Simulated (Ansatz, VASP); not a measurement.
# InH in two plane-wave programs, part 2 of 2

One calculation is typed for both programs; each brings its own data sets. How far apart do they land? The cell is generated by rule, not measured, and may not be a known phase. The cell is taken from a series of runs on this material, whose earlier steps may have relaxed, scaled, displaced or heated it; both programs get it as it stands.

VASP 6.6.1 and Ansatz 0.2.0.

So far: Starting point; VASP: zone-centre phonons, PBE, pair 1.

### Step 3. Ansatz: zone-centre phonons, PBE, pair 1

Level of this step: Ansatz beside VASP: Kohn-Sham DFT, plane waves, PBE (Ansatz).

Ansatz runs on its default PAW (the set named soft_2) files.

The same cell, functional, mesh and smearing now go to Ansatz, which takes its cutoff from its data sets.

The input, input.yaml:

```yaml
crystal:
  lattice:
    - [3.1570658137, 0.0, 0.0]
    - [-1.5785329068, 2.734099196, 0.0]
    - [0.0, 0.0, 3.9129402732]
  atoms:
    - { symbol: In, position: [0.0, 0.0, 0.0] }
    - { symbol: H, position: [0.0, 0.0, 0.5] }
kpoints:
  mp_grid: { grid: [15, 15, 10] }
hamiltonian:
  xc: pbe
scf:
  occupations: { method: methfessel_paxton, width: 0.15 }
output:
  eigenvalues: true
phonons:
  method: dfpt
```

Command:

```console
ansatz run input.yaml --threads 4 --pin off --max-ram 7168MiB --backend cpu --events-out ev --progress --plain --runs-dir out
```

Numbers of over 12 decimals in the logs are rounded to 6 here.

What it wrote:

```text
zone centre: on kpoints.mp_grid the ground state, and the responses unless they are solved on pairs of k-points, stand on 384 of the mesh's 2250 k-points, reduced under 8 symmetry operations, with k and −k counted as one. Each operation leaves every solved displacement unchanged or reverses it
Engine: ansatz 0.2.0, aarch64-unknown-linux-gnu
Pseudopotentials: kind: paw
Pseudopotential: In, paw, valence charge 13, recommended cutoff 420 eV (normal), In.paw.azcp
Pseudopotential: H, paw, valence charge 1, recommended cutoff 420 eV (normal), H.paw.azcp
Functional definition: PBE
  parameter kappa = 0.804
  parameter beta = 0.066725
  exchange = pbe_x(kappa = kappa, mu = beta*pi^2/3)
  correlation = pbe_c(beta = beta)
Crystal: 2 atoms, lattice volume = 33.775 Å³
Basis set: ecut = 420 eV, 661 PW (Γ), exchange–correlation on 48×48×54 points (8 copies of the dense FFT grid, shifted against one another)
Bands: 11, of which v1, the nominal top of the filled ones, is band 7 counted from 1 (6 counted from 0)
Symmetry: 24 space group operations
k-points: 384 of 2250 (irreducible under 8 space group operations)
Non-local potential: In, projectors of the file, l = 0: 2, l = 1: 2, l = 2: 2, l = 3: 2
Non-local potential: H, projectors of the file, l = 0: 2, l = 1: 1
PAW form: soft (Blöchl's): semilocal exchange-correlation on the pseudo side does not see the compensation charge
PAW one-centre angular grid: In, 590 points (default); XC on 64 Gauss nodes
PAW one-centre angular grid: H, 110 points (default); XC on 64 Gauss nodes
Initial density: superposition of atomic densities (neutral atoms: chi_scale 0, normalization atom), corrected by the library's trained network
Initial wavefunctions: pseudopotential atomic-orbital guess
Functional: x = pbe(κ = 0.804, μ = 0.219515), c = pbe(β = 0.066725)
SCF iter   1: F=—  HF=-5613.140781 eV  |F-HF|=—  |Δ(HF+E_count)|=         —  Δρ=2.29e-3  dr2=2.25e-3  ethr=1.77e-3  ⟨swp⟩=5.0  Hψ=24663  notcnv=0
preconditioner: auto → none  [metal: Δε(μ)=0.008 eV  Ē_g=17.722 eV  σ=0.150 eV  W_gap=0.04  n_scr=8 (ndim 8)  ℏωp=23.9 eV  f_vac=0.009  D(μ)=0.92/eV (n_scr^D=2)  sad-step TF]
SCF iter   2: F=—  HF=-5613.140433 eV  |F-HF|=—  |Δ(HF+E_count)|=   3.47e-4  S|Δr|=    0.00e0  Δρ=1.67e-3  dr2=1.38e-3  ethr=1.61e-5  ⟨swp⟩=1.1  Hψ=7363  notcnv=0
SCF iter   3: F=—  HF=-5613.140819 eV  |F-HF|=—  |Δ(HF+E_count)|=   3.86e-4  S|Δr|=    0.00e0  Δρ=8.98e-4  dr2=2.15e-4  ethr=9.83e-6  ⟨swp⟩=2.1  Hψ=6625  notcnv=0
SCF iter   4: F=—  HF=-5613.140798 eV  |F-HF|=—  |Δ(HF+E_count)|=   2.11e-5  S|Δr|=    0.00e0  Δρ=3.45e-4  dr2=2.81e-5  ethr=1.53e-6  ⟨swp⟩=2.3  Hψ=6947  notcnv=0
SCF iter   5: F=—  HF=-5613.140812 eV  |F-HF|=—  |Δ(HF+E_count)|=   1.39e-5  S|Δr|=    0.00e0  Δρ=1.96e-4  dr2=8.41e-6  ethr=2.01e-7  ⟨swp⟩=2.0  Hψ=6896  notcnv=0
SCF iter   6: F=—  HF=-5613.140809 eV  |F-HF|=—  |Δ(HF+E_count)|=   3.43e-6  S|Δr|=    0.00e0  Δρ=4.43e-5  dr2=6.27e-7  ethr=6.01e-8  ⟨swp⟩=2.0  Hψ=6127  notcnv=0
SCF iter   7: F=—  HF=-5613.140809 eV  |F-HF|=—  |Δ(HF+E_count)|=   1.41e-8  S|Δr|=    0.00e0  Δρ=1.82e-5  dr2=7.11e-8  ethr=4.48e-9  ⟨swp⟩=2.2  Hψ=6855  notcnv=0
SCF iter   8: F=—  HF=-5613.140809 eV  |F-HF|=—  |Δ(HF+E_count)|=   3.28e-8  S|Δr|=    0.00e0  Δρ=1.05e-6  dr2=2.31e-10  ethr=5.08e-10  ⟨swp⟩=2.0  Hψ=6412  notcnv=0
SCF iter   9: F=-5613.140809 eV  HF=-5613.140809 eV  |F-HF|=2.73e-12  |Δ(HF+E_count)|=  1.26e-10  S|Δr|=    0.00e0  Δρ=6.62e-8  dr2=1.07e-12  ethr=1.00e-12  ⟨swp⟩=4.7  Hψ=20645  notcnv=0
SCF 1 converged in 9 iterations: F = -5613.140809 eV  dr2 = 1.07e-12
  greatest PAW one-centre occupation: 0.981 electrons in one spin orbital (limit 2), on the In atom at site 0 (counted from 0), in its partial waves of l = 2
DFPT response loops at Γ: preconditioner auto → Kerker (q_TF=auto, 2.356 Å⁻¹) (partly filled bands, converged f_vac=0.000); β = 1.00, the filter's whole step (`scf.mixing.beta` (0.50) is not read by the response loops under this deck's `scf.mixing.preconditioner`; to damp them name `kerker` or `kerker_dos`, under which they read `scf.mixing.beta`, and type it under 1.00, their step now; both keys bind the ground state too); Broyden in place of MSR1
SCF converged after 9 iterations
Stability not checked: this state was not tested for a lower state beside it, because cold or Methfessel-Paxton smearing, or corrected tetrahedra, fill the levels in a way that the test cannot read (fill_not_monotonic; see scf.lower_state_search)
Free energy (F): -5613.140809 eV
Harris-Foulkes:  -5613.140809 eV  (|F-HF|=2.73e-12)
Internal energy: -5613.138640 eV  (E = F + TS)
E sigma→0 (E₀):  -5613.140266 eV
Entropy (-TS):   -0.002169 eV (-1.084 meV/atom)
Fermi energy:    7.225544 eV
--- Per-component energies (eV) ---
  E_band       = -58.798621
  E_kinetic    = 255.130725
  E_local      = -1270.264473  (includes V_loc(G=0)·N_el)
  E_nonlocal   = 367.884530
  E_hartree    = 500.836137
  E_xc         = -223.985569
  E_vxc        = -110.497706  (∫ρ·V_xc dr)
  E_paw        = -4154.567497  (= ΣΔE_a)
  E_vpaw       = -302.722855  (= ΣTr[D̂ρ^β])
  E_aug_tail   = -0.001074  (compensation charges beyond the density's cutoff)
  E_ewald      = -1088.171417
  E_smearing   = -0.002169  (= −TS)
  E_closure    = -0.000000  (closes the sum)
  Σ components = -5613.140809   (vs F -5613.140809, Δ=0.00e0)
--- Band table (eV; the first three rows and the last of 384) ---
  k-point 0: bands = [... 3 lower, -6.9675, -6.9675, -2.0759, 8.2091, 8.9841, 18.1539, 18.1539, 18.9085]
  k-point 1: bands = [... 3 lower, -6.9692, -6.9692, -1.9801, 6.6370, 10.6200, 18.2607, 18.2607, 18.9389]
  k-point 2: bands = [... 3 lower, -6.9737, -6.9737, -1.6900, 4.8729, 12.5012, 18.5673, 18.5673, 19.1301]
  k-point 383: bands = [... 3 lower, -7.0824, -6.9228, 3.1287, 3.5344, 9.4167, 11.3496, 12.2266, 15.1188]
--- Phonons (Γ-DFPT): 4 representative perturbations + reference, on 384 of 2250 k-points (Σ response iterations 13) ---
  k mesh reduced under 8 symmetry operations, with k and −k counted as one. Each operation leaves every solved displacement unchanged or reverses it
  ASR residual: 1.409e-5 → 0.000e0 eV/Å²; symmetrization residual: 4.054e-7 eV/Å²
  ASR residual per site (eV/Å²): 1.41e-5 1.15e-5
  Γ frequencies (cm⁻¹): 0.00 0.00 0.00 346.07 346.07 1222.32
  non-analytic LO–TO correction: not included (Born effective charges unavailable; polar crystals: no LO–TO splitting at Γ)
```

### Step 4. Comparison

Known differences besides the potentials themselves: the cutoff is 420 eV in Ansatz and 500 eV in VASP. Total energies have different zeros and are not compared.

Compared:

```
                  quantity  Ansatz    VASP  difference
optical mode 1 to 2 (cm⁻¹)   346.1   347.5     -0.41 %
     optical mode 3 (cm⁻¹)  1222.3  1229.5     -0.58 %
```

Modes are paired by rising frequency, not by their patterns, so a pair may set unlike modes beside each other; they are those without the splitting of longitudinal modes.

### Step 5. VASP: zone-centre phonons, PBE, pair 2

Second derivatives magnify differences that forces hide, and they need a tight electronic threshold. The cell compared in this pair holds 36.02 Å³, against 33.78 Å³ for the pair before.

The input, INCAR:

```
SYSTEM = InH
PREC = Accurate
ENCUT = 500
EDIFF = 1E-08
NELM = 120
ISMEAR = 1
SIGMA = 0.15
LREAL = .FALSE.
ALGO = Normal
GGA = PE
NBANDS = 13
LORBIT = 11
LWAVE = .FALSE.
LCHARG = .FALSE.
ISIF = 2
IBRION = 8
LASPH = .TRUE.
GGA_COMPAT = .FALSE.
KPAR = 2
```

The input, POSCAR:

```
InH
1.0
    2.2801990213      1.3164735187      1.9996266259
   -2.2801990213      1.3164735187      1.9996266259
    0.0000000000     -2.6329470375      1.9996266259
In H
1 1
Direct
    0.0309938744      0.0309938744      0.0309938744
    0.3608583501      0.3608583501      0.3608583501
```

The input, KPOINTS:

```
Automatic mesh
0
Gamma
12 12 12
0 0 0
```

The projector-augmented-wave data sets are In_d and H (PBE family, release 64).

Command:

```console
mpirun -np 2 vasp_std
```

What it wrote:

```text
[... set-up lines as in an earlier step ...]
 entering main loop
       N       E                     dE             d eps       ncg     rms          rms(c)
DAV:   1     0.791942102608E+02    0.79194E+02   -0.64023E+03  4959   0.131E+03
DAV:   2    -0.674382369414E+00   -0.79869E+02   -0.77062E+02  5144   0.286E+02
DAV:   3    -0.520089356255E+01   -0.45265E+01   -0.45076E+01  6029   0.677E+01
DAV:   4    -0.531001314447E+01   -0.10912E+00   -0.10909E+00  5925   0.109E+01
[...]
DAV:  14    -0.502493662367E+01    0.58574E-07   -0.21940E-08  5539   0.109E-03    0.242E-04
DAV:  15    -0.502493661062E+01    0.13049E-07   -0.16497E-09  3092   0.408E-04    0.288E-04
DAV:  16    -0.502493661333E+01   -0.27153E-08   -0.42907E-10  2627   0.271E-04
   1 F= -.50249366E+01 E0= -.50251193E+01  d E =0.548139E-03
 Linear response reoptimize wavefunctions to high precision
DAV:   1    -0.502493661293E+01    0.40404E-09   -0.15380E-10  3692   0.180E-04
DAV:   2    -0.502493661292E+01    0.72760E-11   -0.39566E-11  2582   0.621E-05
 Linear response DOF=           4
 Linear response progress:
[...]
RMM:   9    -0.161208804820E-01   -0.52582E-06   -0.23169E-09 47143   0.224E-04    0.148E-04
RMM:  10    -0.161203713323E-01    0.50915E-06   -0.13488E-09 42255   0.127E-04    0.143E-04
RMM:  11    -0.161203724998E-01   -0.11674E-08    0.37710E-09 47294   0.442E-05    0.645E-05
 first order change of Fermi-energy  -0.24796E-04
 force on displaced ion       2 direction 1 :   0.433  -0.002  -0.000
 Linear response progress:
  Degree of freedom:   4/  4
       N       E                     dE             d eps       ncg     rms          rms(c)
RMM:   1    -0.158207690604E-01   -0.15821E-01   -0.57978E-03  8503   0.919E-01
RMM:   2    -0.154678466585E-01    0.35292E-03   -0.60003E-04  7743   0.222E-01    0.959E-02
RMM:   3    -0.158233823487E-01   -0.35554E-03   -0.91474E-05  8692   0.948E-02    0.522E-02
RMM:   4    -0.164812988728E-01   -0.65792E-03   -0.39081E-05  8111   0.498E-02    0.479E-03
[...]
RMM:   8    -0.165365118892E-01    0.40573E-06   -0.12074E-08  8102   0.101E-03    0.711E-04
RMM:   9    -0.165369566181E-01   -0.44473E-06   -0.95621E-10  8389   0.529E-04    0.275E-04
RMM:  10    -0.165369641650E-01   -0.75469E-08   -0.42626E-09 10358   0.215E-04    0.267E-04
 first order change of Fermi-energy   0.89547E-01
 force on displaced ion       2 direction 3 :   0.000   0.000  -2.822
 Linear response finished
```

From OUTCAR (step 5):

```text
  Total       -0.0208348     -0.0208348     -0.0144298      0.0000000      0.0000000      0.0000000
  in kB       -0.9268629     -0.9268629     -0.6419262      0.0000000      0.0000000      0.0000000
  external PRESSURE =      -0.8318840 kB  Pullay stress =       0.0000000 kB

 POSITION                                       TOTAL-FORCE (eV/Angst)
 -----------------------------------------------------------------------------------
      0.00000     -0.00000      0.18593         0.000000      0.000000     -0.003028
      0.00000     -0.00000      2.16475         0.000000     -0.000000      0.003028
 -----------------------------------------------------------------------------------
    total drift:                               -0.000000     -0.000000     -0.000007

[... 2 further parts left out ...]
```

### Step 6. Ansatz: zone-centre phonons, PBE, pair 2

The same cell, functional, mesh and smearing now go to Ansatz, which takes its cutoff from its data sets.

The cell is taken from a series of runs on this material, whose earlier steps may have relaxed, scaled, displaced or heated it; both programs get it as it stands.

input.yaml, the sections that differ from step 3:

```yaml
crystal:
  lattice:
    - [2.2801990213, 1.3164735187, 1.9996266259]
    - [-2.2801990213, 1.3164735187, 1.9996266259]
    - [0.0, -2.6329470375, 1.9996266259]
  atoms:
    - { symbol: In, position: [0.0309938744, 0.0309938744, 0.0309938744] }
    - { symbol: H, position: [0.3608583501, 0.3608583501, 0.3608583501] }
kpoints:
  mp_grid: { grid: [12, 12, 12] }
# hamiltonian, scf, output, phonons: as in step 3
```

Command:

```console
ansatz run input.yaml --threads 4 --pin off --max-ram 7168MiB --backend cpu --events-out ev --progress --plain --runs-dir out
```

What it wrote:

```text
[...]
Crystal: 2 atoms, lattice volume = 36.015 Å³
Basis set: ecut = 420 eV, 715 PW (Γ), exchange–correlation on 48×48×48 points (8 copies of the dense FFT grid, shifted against one another)
Bands: 11, of which v1, the nominal top of the filled ones, is band 7 counted from 1 (6 counted from 0)
Symmetry: 6 space group operations
k-points: 476 of 1728 (irreducible under 2 space group operations, time reversal used)
[...]
k-point 1: bands = [... 3 lower, -7.4774, -7.4586, -2.1219, 7.8938, 11.8584, 12.7420, 14.5171, 15.4821]
  k-point 2: bands = [... 3 lower, -7.4927, -7.4624, -1.8375, 7.1602, 11.0743, 13.0310, 14.6867, 15.7120]
  k-point 475: bands = [... 3 lower, -7.3269, -7.3269, 4.4656, 7.2952, 8.5200, 8.6263, 8.6263, 12.9876]
[...]
ASR residual: 8.017e-6 → 0.000e0 eV/Å²; symmetrization residual: 7.528e-7 eV/Å²
  ASR residual per site (eV/Å²): 8.02e-6 3.10e-6
  Γ frequencies (cm⁻¹): -343.96 -343.96 0.00 0.00 0.00 876.07
[...]
[key lines of the parts left out:]
SCF converged after 9 iterations
Free energy (F): -5612.797412 eV
Fermi energy:    6.955247 eV
```

### Step 7. Comparison

Compared:

```
                                                   quantity  Ansatz    VASP  difference
optical mode 1 to 2 (imaginary, printed as negative) (cm⁻¹)  -344.0  -345.1        +1.2
                                      optical mode 3 (cm⁻¹)   876.1   879.8     -0.42 %
```

Modes are paired by rising frequency, not by their patterns, so a pair may set unlike modes beside each other; they are those without the splitting of longitudinal modes.

### Step 8. Outcome

* r.m.s. difference of the optical zone-centre modes, each program's sorted by frequency (zone-centre phonons, PBE, pair 1): 4.3 cm⁻¹
* difference in optical mode 3 (zone-centre phonons, PBE, pair 1): -0.6 %
* r.m.s. difference of the optical zone-centre modes, each program's sorted by frequency (zone-centre phonons, PBE, pair 2): 2.3 cm⁻¹

What this shows: The r.m.s. difference of the optical zone-centre modes, each program's sorted by frequency is 4.3 cm⁻¹ (zone-centre phonons, PBE, pair 1). Among the rows given in per cent, the largest difference of the zone-centre phonons, PBE, pair 1 pair is in optical mode 3, -0.6 %. How closely two codes agree says nothing of how well the functional describes the real material.

[Lines on the potential files, build, host, timing and source positions are cut from VASP's logs without a mark.]

[Logs are printed without paths, hosts, clocks, repeated set-up lines and the standing remarks that a program may print on its own settings, such as how far it seeks lower states.]

[Hosts, paths, dates, database ids (printed as entryN), source tags and the programs' standing remarks are cut or masked in the printed files.]
